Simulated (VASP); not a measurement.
```
Ir
1.0
    2.71027     0.00000     0.00000
   -1.35513     2.34716     0.00000
    0.00000     0.00000    26.03690
Ir
5
Cartesian
  1.35514   0.78239   8.59259
  0.00000   1.56478  10.80552
  0.00000   0.00000  13.01845
  1.35514   0.78239  15.23138
  0.00000   1.56478  17.44430
```

Calculation: PBEsol GGA, VASP's PBE PAW potentials (set 64) (plane waves; VASP). Settings: PREC = Normal, EDIFF = 1E-5, 400 eV cut-off, 12×12×1 Γ-centred mesh, first-order Methfessel-Paxton smearing of 0.10 eV, potentials Ir.

Q: The ions are relaxed. Which structure does the run end with?

A: 
```
Ir
1.0
    2.71027     0.00000     0.00000
   -1.35513     2.34716     0.00000
    0.00000     0.00000    26.03690
Ir
5
Direct
  0.66667   0.33333   0.33211
  0.33333   0.66667   0.41524
  0.00000   0.00000   0.50000
  0.66667   0.33333   0.58476
  0.33333   0.66667   0.66789
```

Q: How much energy does the relaxation gain?

A: The energy (σ→0) changes by -5.2 meV/atom, in 5 ionic steps.

| step | E(σ→0) (eV) | max force (eV/Å) | pressure (GPa) | volume (Å³) |
|---|---|---|---|---|
| 1 | -46.9709 | 0.502 | -4.10 | 165.63 |
| 2 | -46.9896 | 0.179 | -3.43 | 165.63 |
| 3 | -46.9895 | 0.163 | -3.41 | 165.63 |
| 4 | -46.9931 | 0.120 | -3.17 | 165.63 |
| 5 | -46.9970 | 0.006 | -2.49 | 165.63 |

The cell is a thin slab with vacuum, built from Ir (fcc): (111) face. VASP warned that the highest band is occupied, so more bands are needed.
